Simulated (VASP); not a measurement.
Data:

```xyz
4
Lattice="3.5545 0.0000 0.0000 0.0000 3.5545 0.0000 0.0000 0.0000 5.2161" Properties=species:S:1:pos:R:3 pbc="T T T"
Ni     0.0000     3.5545     5.2161
Ni     1.7772     1.7772     5.2161
Se     1.7772     3.5545     3.6920
Se     0.0000     1.7772     1.5241
```

Computed with PBEsol GGA, VASP's PBE PAW potentials (set 64) (plane waves; VASP). Run with 400 eV cut-off, 10×10×7 Γ-centred mesh, tetrahedra with Blöchl corrections, potentials Ni Se.

Without a dispersion term in the relaxation, distances and binding between the weakly bound layers, chains or molecules are unreliable, and so is what depends on them.

Q: Estimate the energy per atom (σ→0), band gap (on the k-mesh) with the smallest direct gap where there is one.

A: 
```
Quantity                                                    Result
------------------------  ----------------------------------------
band gap (on the k-mesh)  none (metal, semimetal or under 0.01 eV)
energy per atom (σ→0)                               -5.247 eV/atom
```

The absolute energy has meaning only against runs of the same code, potentials and settings.

The structure comes from a computed database's NiSe entry (P4/nmm); how it stands against other phases isn't given here. It was relaxed first, which changed the volume by -9 %. The run is not spin-polarised, so no magnetic state was tried.
